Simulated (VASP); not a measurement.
```xyz
6
Lattice="4.4966 0.0000 0.0000 0.0000 4.4966 0.0000 0.0000 0.0000 2.9225" Properties=species:S:1:pos:R:3 pbc="T T T"
Mn     0.0000     0.0000     0.0000
Mn     2.2483     2.2483     1.4612
O      1.3682     1.3682     0.0000
O      3.6165     0.8801     1.4612
O      0.8801     3.6165     1.4612
O      3.1284     3.1284     0.0000
```
Starting moments (μB, in the order of the record's atoms Mn Mn O O O O): 2.5 -2.5 -0.1 0.1 0.1 -0.1.

Calculation: vdW-DF2, VASP's PBE PAW potentials (set 64) (plane waves; VASP). Run with 520 eV cut-off, 8×8×12 Γ-centred mesh, tetrahedra with Blöchl corrections, potentials Mn_pv O.

The cores are frozen, which limits the accuracy of field gradients.

Q: Give the principal components of the electric field gradient (V/Å²) and the asymmetry η at each nucleus.

A: 
| atom | Vxx | Vyy | Vzz | η |
|---|---|---|---|---|
| Mn1 | -4.8 | -3.1 | 7.9 | 0.22 |
| Mn2 | -4.8 | -3.1 | 7.9 | 0.22 |
| O3 | 63.0 | 30.0 | -93.0 | 0.35 |
| O4 | 63.0 | 30.0 | -93.0 | 0.35 |
| O5 | 63.0 | 30.0 | -93.0 | 0.35 |
| O6 | 63.0 | 30.0 | -93.0 | 0.35 |

The compound is MnO2 in the rutile structure. It was relaxed first, which changed the volume by +6 %.
